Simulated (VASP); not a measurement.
Data:

```
CELL_PARAMETERS angstrom
     -0.03920     6.33090     6.34079
      6.33090    -0.03920     6.34079
      3.14585     3.14585     0.00000
ATOMIC_POSITIONS crystal
  Sn 0.99752 0.99752 0.00497
  Sn 0.12748 0.12748 0.24503
  Sn 0.98414 0.50606 0.00981
  Sn 0.14086 0.61894 0.24019
  Sn 0.50606 0.98414 0.00981
  Sn 0.61894 0.14086 0.24019
  Ge 0.50821 0.50821 0.98359
  Ge 0.61679 0.61679 0.26641
```

Method: PBEsol GGA, VASP's PBE PAW potentials (set 64) (plane waves; VASP). Settings: 400 eV cut-off, 5×5×9 Γ-centred mesh, tetrahedra with Blöchl corrections, potentials Sn_d Ge_d.

The cores are frozen, which limits the accuracy of field gradients.

Question: Give the principal components of the electric field gradient (V/Å²) and the asymmetry η at each nucleus.

Answer: 
| atom | Vxx | Vyy | Vzz | η |
|---|---|---|---|---|
| Sn1 | -4.0 | -0.5 | 4.5 | 0.78 |
| Sn2 | -4.0 | -0.5 | 4.5 | 0.78 |
| Sn3 | 20.4 | 1.8 | -22.2 | 0.84 |
| Sn4 | 20.4 | 1.8 | -22.2 | 0.84 |
| Sn5 | 20.4 | 1.8 | -22.2 | 0.84 |
| Sn6 | 20.4 | 1.8 | -22.2 | 0.84 |
| Ge7 | -21.1 | -1.9 | 23.0 | 0.84 |
| Ge8 | -21.1 | -1.9 | 23.0 | 0.84 |

The structure was generated: Sn6Ge2 was put into an ordered model structure (Cmcm), which need not be its known phase. It was relaxed first.
